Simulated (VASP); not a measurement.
VASP runs on NbAs (space group Pm-3m) share one base input (PBE GGA, plane waves, VASP's PBE PAW potentials (set 64)) and change the settings named in each case.

**KPOINTS**
```
K-points
0
G
  8 8 8
0 0 0
```

INCAR:
```
SYSTEM = NbAs
PREC = Accurate
ENCUT = 300
EDIFF = 1E-6
NELM = 100
ALGO = Normal
LREAL = .FALSE.
LASPH = .TRUE.
ISMEAR = -1
SIGMA = 0.136
GGA = PE
LMAXMIX = 4
LWAVE = .FALSE.
LCHARG = .FALSE.
ISIF = 2
```

### POSCAR
```
NbAs
1
    3.2302790000     0.0000000000     0.0000000000
    0.0000000000     3.2302790000     0.0000000000
    0.0000000000     0.0000000000     3.2302790000
Nb As
1 1
Direct
  0.0000000000   0.0000000000   0.0000000000
  0.5000000000   0.5000000000   0.5000000000
```

POTCAR, in this order: Nb_sv As (PBE.64 set). Program: vasp_std.

| change | E(σ→0) (eV/atom) | pressure (GPa) | −TS (eV) |
|---|---|---|---|
| base run | -7.8766 | -2.28 | -0.0607 |
| GGA removed, POTCAR Nb_sv As (LDA.64 set) | -8.8105 | -10.98 | -0.0622 |
| GGA_COMPAT = .FALSE., LNONCOLLINEAR = .TRUE., LSORBIT = .TRUE., MAGMOM = 0.0 0.0 0.0 0.0 0.0 0.0, program vasp_ncl | -7.9265 | -2.26 | -0.0605 |
| KPOINTS 4×4×4 Γ-centred mesh | -7.8206 | -1.52 | -0.1181 |
 Energies of different potentials or functionals have different zeros.  At 300 eV the pressure can carry a Pulay error.

Left out are runs that ran out of time, are held back, or changed the cell or the kind of run, fixed moments of cells without a moment, rows past the twelfth, gaps on odd meshes, pressures of charged cells and columns that move by less than the noise.

The structure was generated: NbAs was put into an ordered model structure, which need not be its known phase. The cell was not relaxed at this level, its lattice was scaled by up to 2.5 %.
